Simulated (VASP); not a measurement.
Level of theory: vdW-DF-cx, VASP's PBE PAW potentials (set 64) (plane waves; VASP).

A VASP calculation is set up with these files.

### KPOINTS
```
k-points along high-symmetry lines
15
Line-mode
Reciprocal
  0.000000   0.000000   0.000000 ! GAMMA
  0.500000   0.000000   0.500000 ! X

  0.500000   0.000000   0.500000 ! X
  0.625000   0.250000   0.625000 ! U

  0.375000   0.375000   0.750000 ! K
  0.000000   0.000000   0.000000 ! GAMMA

  0.000000   0.000000   0.000000 ! GAMMA
  0.500000   0.500000   0.500000 ! L

  0.500000   0.500000   0.500000 ! L
  0.500000   0.250000   0.750000 ! W

  0.500000   0.250000   0.750000 ! W
  0.500000   0.000000   0.500000 ! X
```

### POSCAR
```
KBr
1
    0.0000000000     3.3025243346     3.3025243346
    3.3025243346     0.0000000000     3.3025243346
    3.3025243346     3.3025243346    -0.0000000000
K Br
1 1
Direct
  0.0000000000   0.0000000000   1.0000000000
  0.5000000000   0.5000000000   0.5000000000
```

INCAR:
```
SYSTEM = KBr
PREC = Accurate
ENCUT = 520
EDIFF = 1E-7
NELM = 100
ALGO = Normal
LREAL = .FALSE.
LASPH = .TRUE.
ISMEAR = 0
SIGMA = 0.05
GGA = CX
LUSE_VDW = .TRUE.
AGGAC = 0.0
LMAXMIX = 4
LWAVE = .FALSE.
LCHARG = .FALSE.
LORBIT = 11
ICHARG = 11
```

POTCAR, in this order: K_sv Br (PBE.64 set). Program: vasp_std. Read from the step before: CHGCAR.

Output

### OUTCAR
```
 ion  position               nearest neighbor table
   1  0.000  0.000  0.000-
   2  0.500  0.500  0.500-
  LATTYP: Found a face centered cubic cell.
 ALAT       =     6.6050486692
 Subroutine PRICEL returns:
 Original cell was already a primitive cell.
 Subroutine GETGRP returns: Found 48 space group operations
The static configuration has the point symmetry O_h .
The dynamic configuration has the point symmetry O_h .
 Subroutine INISYM returns: Found 48 space group operations
   k-points           NKPTS =     90   k-points in BZ     NKDIM =     90   number of bands    NBANDS=     12
   number of dos      NEDOS =    301   number of ions     NIONS =      2
   total plane-waves  NPLWV =  46656
   dimension x,y,z NGX =    36 NGY =   36 NGZ =   36
   dimension x,y,z NGXF=    72 NGYF=   72 NGZF=   72
   ions per type =               1   1
   PREC   = accura    normal or accurate (medium, high low for compatibility)
   ISTART =      0    job   : 0-new  1-cont  2-samecut
   ICHARG =     11    charge: 1-file 2-atom 10-const
   ISPIN  =      1    spin polarized calculation?
   LNONCOLLINEAR =      F non collinear calculations
   LSORBIT =      F    spin-orbit coupling
   INIWAV =      1    electr: 0-lowe 1-rand  2-diag
   ENCUT  =  520.0 eV  38.22 Ry    6.18 a.u.   8.68  8.68  8.68*2*pi/ulx,y,z
   NELM   =    100;   NELMIN=  2; NELMDL= -5     # of ELM steps
   EDIFF  = 0.1E-06   stopping-criterion for ELM
   LREAL  =      F    real-space projection
   NLSPLINE    = F    spline interpolate recip. space projectors
   LMAXMIX     =    4 max onsite mixed and CHGCAR
   VOSKOWN=      0    Vosko Wilk Nusair interpolation
   EDIFFG = 0.1E-05   stopping-criterion for IOM
   NSW    =      0    number of steps for IOM
   NBLOCK =      1;   KBLOCK =      1    inner block; outer block
   IBRION =     -1    ionic relax: 0-MD 1-quasi-New 2-CG
   NFREE  =      0    steps in history (QN), initial steepest desc. (CG)
   ISIF   =      2    stress and relaxation
   ISYM   =      2    0-nonsym 1-usesym 2-fastsym
   TEIN   =    0.0    initial temperature
   TEBEG  =    0.0;   TEEND  =   0.0 temperature during run
...
```

**OSZICAR**
```
       N       E                     dE             d eps       ncg     rms          rms(c)
DAV:   1     0.106087646244E+03    0.10609E+03   -0.69748E+03  2160   0.116E+03
DAV:   2     0.498188981411E+01   -0.10111E+03   -0.94281E+02  2572   0.265E+02
DAV:   3    -0.163715362529E+01   -0.66190E+01   -0.65777E+01  2784   0.628E+01
DAV:   4    -0.193930221555E+01   -0.30215E+00   -0.30184E+00  3908   0.114E+01
DAV:   5    -0.194074199924E+01   -0.14398E-02   -0.14397E-02  2760   0.834E-01
DAV:   6    -0.194078349811E+01   -0.41499E-04   -0.41498E-04  3128   0.908E-02
DAV:   7    -0.194078391257E+01   -0.41446E-06   -0.41447E-06  3148   0.121E-02
DAV:   8    -0.194078391793E+01   -0.53578E-08   -0.53548E-08  2292   0.139E-03
   1 F= -.19407839E+01 E0= -.19407839E+01  d E =-.924045E-22
```

File OUTCAR:
```
 val. band max:       -1.7770206318   @ k =   0.0000   0.0000   0.0000

 cond. band min:       2.7281563052   @ k =   0.0000   0.0000   0.0000



 k-point     1 :       0.0000    0.0000    0.0000
  band No.  band energies     occupation
      1     -29.4515      2.00000
      2     -14.0604      2.00000
      3     -12.9965      2.00000
      4     -12.9965      2.00000
      5     -12.9965      2.00000
      6      -1.7770      2.00000
      7      -1.7770      2.00000
      8      -1.7770      2.00000
      9       2.7282      0.00000
     10       5.8683      0.00000
     11       5.8683      0.00000
     12       5.8683      0.00000

 k-point     2 :       0.0357    0.0000    0.0357
  band No.  band energies     occupation
      1     -29.4514      2.00000
      2     -14.0638      2.00000
      3     -12.9969      2.00000
      4     -12.9969      2.00000
      5     -12.9913      2.00000
      6      -1.8061      2.00000
      7      -1.7816      2.00000
      8      -1.7816      2.00000
      9       2.7735      0.00000
     10       5.8302      0.00000
     11       5.9010      0.00000
     12       5.9010      0.00000

 k-point     3 :       0.0714    0.0000    0.0714
  band No.  band energies     occupation
      1     -29.4511      2.00000
      2     -14.0729      2.00000
      3     -12.9982      2.00000
      4     -12.9982      2.00000
      5     -12.9770      2.00000
      6      -1.8869      2.00000
      7      -1.7951      2.00000
      8      -1.7951      2.00000
      9       2.9028      0.00000
     10       5.7235      0.00000
     11       5.9982      0.00000
     12       5.9982      0.00000

 k-point     4 :       0.1071    0.0000    0.1071
  band No.  band energies     occupation
      1     -29.4507      2.00000
      2     -14.0852      2.00000
      3     -13.0003      2.00000
      4     -13.0003      2.00000
      5     -12.9572      2.00000
      6      -2.0033      2.00000
      7      -1.8161      2.00000
...
```

The density is held fixed in this step, so its total energy and stress have no physical meaning.

The compound is KBr in the rock salt structure. It was relaxed first.
